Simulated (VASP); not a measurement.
# NbTe (P-6m2) in VASP: notebook, part 3 of 4

VASP 6.6.1. The steps go on from the part before.

### Step 34. Equation of state, PBE, 21.28 Å³/atom

File INCAR:

```
SYSTEM = NbTe
ADDGRID = .FALSE.
ALGO = Normal
EDIFF = 1E-7
ENCUT = 650
GGA = PE
ISIF = 2
ISMEAR = 0
LASPH = .TRUE.
LCHARG = .FALSE.
LREAL = .FALSE.
LWAVE = .FALSE.
NELM = 100
PREC = Accurate
SIGMA = 0.05
```

File KPOINTS:

```
k-points
0
G
  7 7 6
  0 0 0
```

File POSCAR:

```
NbTe
1.0
    3.6655680475      0.0000000000      0.0000000000
   -1.8327840237      3.1744750484      0.0000000000
    0.0000000000      0.0000000000      3.6568931860
Te Nb
1 1
Direct
    0.6666666667      0.3333333333      0.0000000000
    0.0000000000      0.0000000000      0.5000000000
```

Launch:

```
$ cat potpaw_PBE.64/Te/POTCAR potpaw_PBE.64/Nb_pv/POTCAR > POTCAR
$ mpirun -np 1 vasp_std > vasp.out
```

Run time: 20 s. Hardware: 1 thread of Intel Xeon Platinum 8488C (Sapphire Rapids), shared host; peak memory 0.18 GiB.

The run converged, but some of its settings lie outside the range that counts as converged, so its numbers aren't taken as properties of the crystal.

What came out:

- Free energy: -13.4964 eV
- Pressure: 4.0 GPa
- Band gap on the k mesh: none (metal or under the smearing width)

### Step 35. Equation of state, PBE, 22.59 Å³/atom

INCAR is that of step 34.

KPOINTS is that of step 34.

File POSCAR:

```
NbTe
1.0
    3.7396398839      0.0000000000      0.0000000000
   -1.8698199419      3.2386231405      0.0000000000
    0.0000000000      0.0000000000      3.7307897254
Te Nb
1 1
Direct
    0.6666666667      0.3333333333      0.0000000000
    0.0000000000      0.0000000000      0.5000000000
```

Launch:

```
$ cat potpaw_PBE.64/Te/POTCAR potpaw_PBE.64/Nb_pv/POTCAR > POTCAR
$ mpirun -np 1 vasp_std > vasp.out
```

Run time: 18 s. Hardware: 1 thread of Intel Xeon Platinum 8488C (Sapphire Rapids), shared host; peak memory 0.19 GiB.

The run converged, but some of its settings lie outside the range that counts as converged, so its numbers aren't taken as properties of the crystal.

Results:

| Property | Result |
| --- | --- |
| Free energy | -13.4978 eV |
| Pressure | -3.4 GPa |
| Band gap on the k mesh | none (metal or under the smearing width) |

### Step 36. Equation of state, PBE, 21.28 Å³/atom

INCAR, as its differences from that of step 35:

```diff
@@ -4,3 +4,3 @@
 EDIFF = 1E-7
-ENCUT = 650
+ENCUT = 400
 GGA = PE
```

File KPOINTS:

```
k-points
0
G
  9 9 8
  0 0 0
```

File POSCAR:

```
NbTe
1.0
    3.6655680475      0.0000000000      0.0000000000
   -1.8327840237      3.1744750484      0.0000000000
    0.0000000000      0.0000000000      3.6568931860
Te Nb
1 1
Direct
    0.6666666667      0.3333333333      0.0000000000
    0.0000000000      0.0000000000      0.5000000000
```

Potentials or basis: VASP PAW PBE potentials, release 64 (Te, Nb_pv).

Launch:

```
$ cat potpaw_PBE.64/Te/POTCAR potpaw_PBE.64/Nb_pv/POTCAR > POTCAR
$ mpirun -np 1 vasp_std > vasp.out
```

Wall time 12 s (1 thread of Intel Xeon Platinum 8488C (Sapphire Rapids), shared host); peak memory 0.15 GiB.

These settings aren't checked as converged: the numbers below hold their error.

Results:

```
Free energy            : -13.4964 eV
Pressure               : 4.0 GPa
Band gap on the k mesh : none (metal or under the smearing width)
```

### Step 37. Equation of state, PBE, 22.59 Å³/atom

INCAR is that of step 36.

KPOINTS is that of step 36.

File POSCAR:

```
NbTe
1.0
    3.7396398839      0.0000000000      0.0000000000
   -1.8698199419      3.2386231405      0.0000000000
    0.0000000000      0.0000000000      3.7307897254
Te Nb
1 1
Direct
    0.6666666667      0.3333333333      0.0000000000
    0.0000000000      0.0000000000      0.5000000000
```

Launch:

```
$ cat potpaw_PBE.64/Te/POTCAR potpaw_PBE.64/Nb_pv/POTCAR > POTCAR
$ mpirun -np 1 vasp_std > vasp.out
```

Wall time 11 s (1 thread of Intel Xeon Platinum 8488C (Sapphire Rapids), shared host); peak memory 0.15 GiB.

The run converged, but some of its settings lie outside the range that counts as converged, so its numbers aren't taken as properties of the crystal.

What came out:

- Free energy: -13.4988 eV
- Pressure: -3.3 GPa
- Band gap on the k mesh: none (metal or under the smearing width)

### Step 38. Equation of state, PBE, 21.28 Å³/atom

INCAR, as its differences from that of step 37:

```diff
@@ -4,3 +4,3 @@
 EDIFF = 1E-7
-ENCUT = 400
+ENCUT = 340
 GGA = PE
```

File KPOINTS:

```
k-points
0
G
  10 10 9
  0 0 0
```

File POSCAR:

```
NbTe
1.0
    3.6655680475      0.0000000000      0.0000000000
   -1.8327840237      3.1744750484      0.0000000000
    0.0000000000      0.0000000000      3.6568931860
Te Nb
1 1
Direct
    0.6666666667      0.3333333333      0.0000000000
    0.0000000000      0.0000000000      0.5000000000
```

Launch:

```
$ cat potpaw_PBE.64/Te/POTCAR potpaw_PBE.64/Nb_pv/POTCAR > POTCAR
$ mpirun -np 1 vasp_std > vasp.out
```

It took 12 s on 1 thread of Intel Xeon Platinum 8488C (Sapphire Rapids), shared host; peak memory 0.15 GiB.

The run converged, but some of its settings lie outside the range that counts as converged, so its numbers aren't taken as properties of the crystal.

Results:

| Property | Result |
| --- | --- |
| Free energy | -13.4933 eV |
| Pressure | 3.9 GPa |
| Band gap on the k mesh | none (metal or under the smearing width) |

### Step 39. Equation of state, PBE, 22.59 Å³/atom

INCAR is that of step 38.

KPOINTS is that of step 38.

File POSCAR:

```
NbTe
1.0
    3.7396398839      0.0000000000      0.0000000000
   -1.8698199419      3.2386231405      0.0000000000
    0.0000000000      0.0000000000      3.7307897254
Te Nb
1 1
Direct
    0.6666666667      0.3333333333      0.0000000000
    0.0000000000      0.0000000000      0.5000000000
```

Potentials or basis: VASP PAW PBE potentials, release 64 (Te, Nb_pv).

Launch:

```
$ cat potpaw_PBE.64/Te/POTCAR potpaw_PBE.64/Nb_pv/POTCAR > POTCAR
$ mpirun -np 1 vasp_std > vasp.out
```

Run time: 12 s. Hardware: 1 thread of Intel Xeon Platinum 8488C (Sapphire Rapids), shared host; peak memory 0.15 GiB.

These settings aren't checked as converged: the numbers below hold their error.

Results:

- Free energy: -13.4953 eV
- Pressure: -3.4 GPa
- Band gap on the k mesh: none (metal or under the smearing width)

### Step 40. Equation of state, PBE, 21.28 Å³/atom

INCAR, as its differences from that of step 39:

```diff
@@ -4,3 +4,3 @@
 EDIFF = 1E-7
-ENCUT = 340
+ENCUT = 460
 GGA = PE
```

File KPOINTS:

```
k-points
0
G
  9 9 8
  0 0 0
```

File POSCAR:

```
NbTe
1.0
    3.6655680475      0.0000000000      0.0000000000
   -1.8327840237      3.1744750484      0.0000000000
    0.0000000000      0.0000000000      3.6568931860
Te Nb
1 1
Direct
    0.6666666667      0.3333333333      0.0000000000
    0.0000000000      0.0000000000      0.5000000000
```

Launch:

```
$ cat potpaw_PBE.64/Te/POTCAR potpaw_PBE.64/Nb_pv/POTCAR > POTCAR
$ mpirun -np 1 vasp_std > vasp.out
```

It took 20 s on 1 thread of Intel Xeon Platinum 8488C (Sapphire Rapids), shared host; peak memory 0.17 GiB.

The run converged, but some of its settings lie outside the range that counts as converged, so its numbers aren't taken as properties of the crystal.

Results:

| Item | Value |
| --- | --- |
| Free energy | -13.4969 eV |
| Pressure | 4.0 GPa |
| Band gap on the k mesh | none (metal or under the smearing width) |

### Step 41. Equation of state, PBE, 22.59 Å³/atom

INCAR is that of step 40.

KPOINTS is that of step 40.

File POSCAR:

```
NbTe
1.0
    3.7396398839      0.0000000000      0.0000000000
   -1.8698199419      3.2386231405      0.0000000000
    0.0000000000      0.0000000000      3.7307897254
Te Nb
1 1
Direct
    0.6666666667      0.3333333333      0.0000000000
    0.0000000000      0.0000000000      0.5000000000
```

Launch:

```
$ cat potpaw_PBE.64/Te/POTCAR potpaw_PBE.64/Nb_pv/POTCAR > POTCAR
$ mpirun -np 1 vasp_std > vasp.out
```

It took 21 s on 1 thread of Intel Xeon Platinum 8488C (Sapphire Rapids), shared host; peak memory 0.17 GiB.

The run converged, but some of its settings lie outside the range that counts as converged, so its numbers aren't taken as properties of the crystal.

What came out:

```yaml
Free_energy: -13.4993 eV
Pressure: -3.3 GPa
Band_gap_on_the_k_mesh: none (metal or under the smearing width)
```

### Step 42. Equation of state, PBE, 21.28 Å³/atom

INCAR, as its differences from that of step 41:

```diff
@@ -4,3 +4,3 @@
 EDIFF = 1E-7
-ENCUT = 460
+ENCUT = 400
 GGA = PE
```

File KPOINTS:

```
k-points
0
G
  10 10 9
  0 0 0
```

File POSCAR:

```
NbTe
1.0
    3.6655680475      0.0000000000      0.0000000000
   -1.8327840237      3.1744750484      0.0000000000
    0.0000000000      0.0000000000      3.6568931860
Te Nb
1 1
Direct
    0.6666666667      0.3333333333      0.0000000000
    0.0000000000      0.0000000000      0.5000000000
```

Potentials or basis: VASP PAW PBE potentials, release 64 (Te, Nb_pv).

Launch:

```
$ cat potpaw_PBE.64/Te/POTCAR potpaw_PBE.64/Nb_pv/POTCAR > POTCAR
$ mpirun -np 1 vasp_std > vasp.out
```

Run time: 13 s. Hardware: 1 thread of Intel Xeon Platinum 8488C (Sapphire Rapids), shared host; peak memory 0.15 GiB.

The run converged, but some of its settings lie outside the range that counts as converged, so its numbers aren't taken as properties of the crystal.

Results:

* Free energy: -13.4942 eV
* Pressure: 4.0 GPa
* Band gap on the k mesh: none (metal or under the smearing width)

### Step 43. Equation of state, PBE, 22.59 Å³/atom

INCAR is that of step 42.

KPOINTS is that of step 42.

File POSCAR:

```
NbTe
1.0
    3.7396398839      0.0000000000      0.0000000000
   -1.8698199419      3.2386231405      0.0000000000
    0.0000000000      0.0000000000      3.7307897254
Te Nb
1 1
Direct
    0.6666666667      0.3333333333      0.0000000000
    0.0000000000      0.0000000000      0.5000000000
```

Launch:

```
$ cat potpaw_PBE.64/Te/POTCAR potpaw_PBE.64/Nb_pv/POTCAR > POTCAR
$ mpirun -np 1 vasp_std > vasp.out
```

Run time: 13 s. Hardware: 1 thread of Intel Xeon Platinum 8488C (Sapphire Rapids), shared host; peak memory 0.15 GiB.

These settings aren't checked as converged: the numbers below hold their error.

Results:

```yaml
Free_energy: -13.4961 eV
Pressure: -3.4 GPa
Band_gap_on_the_k_mesh: none (metal or under the smearing width)
```

### Step 44. Equation of state, PBE, 21.28 Å³/atom

INCAR, as its differences from that of step 43:

```diff
@@ -4,3 +4,3 @@
 EDIFF = 1E-7
-ENCUT = 400
+ENCUT = 900
 GGA = PE
```

File KPOINTS:

```
k-points
0
G
  7 7 6
  0 0 0
```

File POSCAR:

```
NbTe
1.0
    3.6655680475      0.0000000000      0.0000000000
   -1.8327840237      3.1744750484      0.0000000000
    0.0000000000      0.0000000000      3.6568931860
Te Nb
1 1
Direct
    0.6666666667      0.3333333333      0.0000000000
    0.0000000000      0.0000000000      0.5000000000
```

Launch:

```
$ cat potpaw_PBE.64/Te/POTCAR potpaw_PBE.64/Nb_pv/POTCAR > POTCAR
$ mpirun -np 1 vasp_std > vasp.out
```

It took 28 s on 1 thread of Intel Xeon Platinum 8488C (Sapphire Rapids), shared host; peak memory 0.23 GiB.

The run converged, but some of its settings lie outside the range that counts as converged, so its numbers aren't taken as properties of the crystal.

Results:

* Free energy: -13.4962 eV
* Pressure: 4.0 GPa
* Band gap on the k mesh: none (metal or under the smearing width)

### Step 45. Equation of state, PBE, 22.59 Å³/atom

INCAR is that of step 44.

KPOINTS is that of step 44.

File POSCAR:

```
NbTe
1.0
    3.7396398839      0.0000000000      0.0000000000
   -1.8698199419      3.2386231405      0.0000000000
    0.0000000000      0.0000000000      3.7307897254
Te Nb
1 1
Direct
    0.6666666667      0.3333333333      0.0000000000
    0.0000000000      0.0000000000      0.5000000000
```

Potentials or basis: VASP PAW PBE potentials, release 64 (Te, Nb_pv).

Launch:

```
$ cat potpaw_PBE.64/Te/POTCAR potpaw_PBE.64/Nb_pv/POTCAR > POTCAR
$ mpirun -np 1 vasp_std > vasp.out
```

Wall time 41 s (1 thread of Intel Xeon Platinum 8488C (Sapphire Rapids), shared host); peak memory 0.26 GiB.

The run converged, but some of its settings lie outside the range that counts as converged, so its numbers aren't taken as properties of the crystal.

Results:

| Quantity | Value |
| --- | --- |
| Free energy | -13.4976 eV |
| Pressure | -3.4 GPa |
| Band gap on the k mesh | none (metal or under the smearing width) |

### Step 46. Equation of state, PBE, 21.28 Å³/atom

INCAR, as its differences from that of step 45:

```diff
@@ -4,3 +4,3 @@
 EDIFF = 1E-7
-ENCUT = 900
+ENCUT = 460
 GGA = PE
```

File KPOINTS:

```
k-points
0
G
  10 10 9
  0 0 0
```

File POSCAR:

```
NbTe
1.0
    3.6655680475      0.0000000000      0.0000000000
   -1.8327840237      3.1744750484      0.0000000000
    0.0000000000      0.0000000000      3.6568931860
Te Nb
1 1
Direct
    0.6666666667      0.3333333333      0.0000000000
    0.0000000000      0.0000000000      0.5000000000
```

Launch:

```
$ cat potpaw_PBE.64/Te/POTCAR potpaw_PBE.64/Nb_pv/POTCAR > POTCAR
$ mpirun -np 1 vasp_std > vasp.out
```

It took 23 s on 1 thread of Intel Xeon Platinum 8488C (Sapphire Rapids), shared host; peak memory 0.17 GiB.

These settings aren't checked as converged: the numbers below hold their error.

What came out:

- Free energy: -13.4947 eV
- Pressure: 4.0 GPa
- Band gap on the k mesh: none (metal or under the smearing width)

### Step 47. Equation of state, PBE, 22.59 Å³/atom

INCAR is that of step 46.

KPOINTS is that of step 46.

File POSCAR:

```
NbTe
1.0
    3.7396398839      0.0000000000      0.0000000000
   -1.8698199419      3.2386231405      0.0000000000
    0.0000000000      0.0000000000      3.7307897254
Te Nb
1 1
Direct
    0.6666666667      0.3333333333      0.0000000000
    0.0000000000      0.0000000000      0.5000000000
```

Launch:

```
$ cat potpaw_PBE.64/Te/POTCAR potpaw_PBE.64/Nb_pv/POTCAR > POTCAR
$ mpirun -np 1 vasp_std > vasp.out
```

Wall time 23 s (1 thread of Intel Xeon Platinum 8488C (Sapphire Rapids), shared host); peak memory 0.18 GiB.

The run converged, but some of its settings lie outside the range that counts as converged, so its numbers aren't taken as properties of the crystal.

What came out:

```
Free energy            : -13.4967 eV
Pressure               : -3.4 GPa
Band gap on the k mesh : none (metal or under the smearing width)
```

### Step 48. Equation of state, PBE, 21.28 Å³/atom

INCAR, as its differences from that of step 47:

```diff
@@ -7,3 +7,3 @@
 ISIF = 2
-ISMEAR = 0
+ISMEAR = -5
 LASPH = .TRUE.
```

KPOINTS is that of step 47.

File POSCAR:

```
NbTe
1.0
    3.6655680475      0.0000000000      0.0000000000
   -1.8327840237      3.1744750484      0.0000000000
    0.0000000000      0.0000000000      3.6568931860
Te Nb
1 1
Direct
    0.6666666667      0.3333333333      0.0000000000
    0.0000000000      0.0000000000      0.5000000000
```

Potentials or basis: VASP PAW PBE potentials, release 64 (Te, Nb_pv).

Launch:

```
$ cat potpaw_PBE.64/Te/POTCAR potpaw_PBE.64/Nb_pv/POTCAR > POTCAR
$ mpirun -np 1 vasp_std > vasp.out
```

Wall time 22 s (1 thread of Intel Xeon Platinum 8488C (Sapphire Rapids), shared host); peak memory 0.17 GiB.

These settings aren't checked as converged: the numbers below hold their error.

Results:

- Free energy: -13.4948 eV
- Pressure: 3.9 GPa
- Band gap on the k mesh: none (metal or under the smearing width)

Caveat: tetrahedron occupations give inexact forces and stress in metals.

### Step 49. Equation of state, PBE, 22.59 Å³/atom

INCAR is that of step 48.

KPOINTS is that of step 48.

File POSCAR:

```
NbTe
1.0
    3.7396398839      0.0000000000      0.0000000000
   -1.8698199419      3.2386231405      0.0000000000
    0.0000000000      0.0000000000      3.7307897254
Te Nb
1 1
Direct
    0.6666666667      0.3333333333      0.0000000000
    0.0000000000      0.0000000000      0.5000000000
```

Launch:

```
$ cat potpaw_PBE.64/Te/POTCAR potpaw_PBE.64/Nb_pv/POTCAR > POTCAR
$ mpirun -np 1 vasp_std > vasp.out
```

It took 22 s on 1 thread of Intel Xeon Platinum 8488C (Sapphire Rapids), shared host; peak memory 0.18 GiB.

These settings aren't checked as converged: the numbers below hold their error.

Results:

```
Free energy            : -13.4965 eV
Pressure               : -3.4 GPa
Band gap on the k mesh : none (metal or under the smearing width)
```

Caveat: tetrahedron occupations give inexact forces and stress in metals.

### Step 50. Equation of state, PBE, 21.28 Å³/atom

File INCAR:

```
SYSTEM = NbTe
ADDGRID = .FALSE.
ALGO = Normal
EDIFF = 1E-7
ENCUT = 520
GGA = PE
ISIF = 2
ISMEAR = 0
LASPH = .TRUE.
LCHARG = .FALSE.
LREAL = .FALSE.
LWAVE = .FALSE.
NELM = 100
PREC = Low
SIGMA = 0.05
```

KPOINTS is that of step 49.

File POSCAR:

```
NbTe
1.0
    3.6655680475      0.0000000000      0.0000000000
   -1.8327840237      3.1744750484      0.0000000000
    0.0000000000      0.0000000000      3.6568931860
Te Nb
1 1
Direct
    0.6666666667      0.3333333333      0.0000000000
    0.0000000000      0.0000000000      0.5000000000
```

Launch:

```
$ cat potpaw_PBE.64/Te/POTCAR potpaw_PBE.64/Nb_pv/POTCAR > POTCAR
$ mpirun -np 1 vasp_std > vasp.out
```

Wall time 12 s (1 thread of Intel Xeon Platinum 8488C (Sapphire Rapids), shared host); peak memory 0.14 GiB.

The run converged, but some of its settings lie outside the range that counts as converged, so its numbers aren't taken as properties of the crystal.

Results:

- Free energy: -13.4959 eV
- Pressure: 4.0 GPa
- Band gap on the k mesh: none (metal or under the smearing width)

### Step 51. Equation of state, PBE, 22.59 Å³/atom

INCAR is that of step 50.

KPOINTS is that of step 50.

File POSCAR:

```
NbTe
1.0
    3.7396398839      0.0000000000      0.0000000000
   -1.8698199419      3.2386231405      0.0000000000
    0.0000000000      0.0000000000      3.7307897254
Te Nb
1 1
Direct
    0.6666666667      0.3333333333      0.0000000000
    0.0000000000      0.0000000000      0.5000000000
```

Potentials or basis: VASP PAW PBE potentials, release 64 (Te, Nb_pv).

Launch:

```
$ cat potpaw_PBE.64/Te/POTCAR potpaw_PBE.64/Nb_pv/POTCAR > POTCAR
$ mpirun -np 1 vasp_std > vasp.out
```

It took 13 s on 1 thread of Intel Xeon Platinum 8488C (Sapphire Rapids), shared host; peak memory 0.14 GiB.

These settings aren't checked as converged: the numbers below hold their error.

Results:

```yaml
Free_energy: -13.4974 eV
Pressure: -3.4 GPa
Band_gap_on_the_k_mesh: none (metal or under the smearing width)
```

### Step 52. Equation of state, PBE, 21.28 Å³/atom

INCAR, as its differences from that of step 51:

```diff
@@ -13,3 +13,3 @@
 NELM = 100
-PREC = Low
+PREC = Normal
 SIGMA = 0.05
```

KPOINTS is that of step 51.

File POSCAR:

```
NbTe
1.0
    3.6655680475      0.0000000000      0.0000000000
   -1.8327840237      3.1744750484      0.0000000000
    0.0000000000      0.0000000000      3.6568931860
Te Nb
1 1
Direct
    0.6666666667      0.3333333333      0.0000000000
    0.0000000000      0.0000000000      0.5000000000
```

Launch:

```
$ cat potpaw_PBE.64/Te/POTCAR potpaw_PBE.64/Nb_pv/POTCAR > POTCAR
$ mpirun -np 1 vasp_std > vasp.out
```

It took 13 s on 1 thread of Intel Xeon Platinum 8488C (Sapphire Rapids), shared host; peak memory 0.15 GiB.

These settings aren't checked as converged: the numbers below hold their error.

Results:

```
Free energy            : -13.4955 eV
Pressure               : 4.0 GPa
Band gap on the k mesh : none (metal or under the smearing width)
```

### Step 53. Equation of state, PBE, 22.59 Å³/atom

INCAR is that of step 52.

KPOINTS is that of step 52.

File POSCAR:

```
NbTe
1.0
    3.7396398839      0.0000000000      0.0000000000
   -1.8698199419      3.2386231405      0.0000000000
    0.0000000000      0.0000000000      3.7307897254
Te Nb
1 1
Direct
    0.6666666667      0.3333333333      0.0000000000
    0.0000000000      0.0000000000      0.5000000000
```

Launch:

```
$ cat potpaw_PBE.64/Te/POTCAR potpaw_PBE.64/Nb_pv/POTCAR > POTCAR
$ mpirun -np 1 vasp_std > vasp.out
```

It took 13 s on 1 thread of Intel Xeon Platinum 8488C (Sapphire Rapids), shared host; peak memory 0.17 GiB.

These settings aren't checked as converged: the numbers below hold their error.

Results:

```yaml
Free_energy: -13.4973 eV
Pressure: -3.4 GPa
Band_gap_on_the_k_mesh: none (metal or under the smearing width)
```

### Step 54. Equation of state, PBE, 21.28 Å³/atom

INCAR, as its differences from that of step 53:

```diff
@@ -10,6 +10,6 @@
 LCHARG = .FALSE.
-LREAL = .FALSE.
+LREAL = Auto
 LWAVE = .FALSE.
 NELM = 100
-PREC = Normal
+PREC = Accurate
 SIGMA = 0.05
```

KPOINTS is that of step 53.

File POSCAR:

```
NbTe
1.0
    3.6655680475      0.0000000000      0.0000000000
   -1.8327840237      3.1744750484      0.0000000000
    0.0000000000      0.0000000000      3.6568931860
Te Nb
1 1
Direct
    0.6666666667      0.3333333333      0.0000000000
    0.0000000000      0.0000000000      0.5000000000
```

Potentials or basis: VASP PAW PBE potentials, release 64 (Te, Nb_pv).

Launch:

```
$ cat potpaw_PBE.64/Te/POTCAR potpaw_PBE.64/Nb_pv/POTCAR > POTCAR
$ mpirun -np 1 vasp_std > vasp.out
```

Run time: 44 s. Hardware: 1 thread of Intel Xeon Platinum 8488C (Sapphire Rapids), shared host; peak memory 0.17 GiB.

These settings aren't checked as converged: the numbers below hold their error.

Results:

| Item | Value |
| --- | --- |
| Free energy | -13.4955 eV |
| Pressure | 4.0 GPa |
| Band gap on the k mesh | none (metal or under the smearing width) |

[end of part 3 of 4]
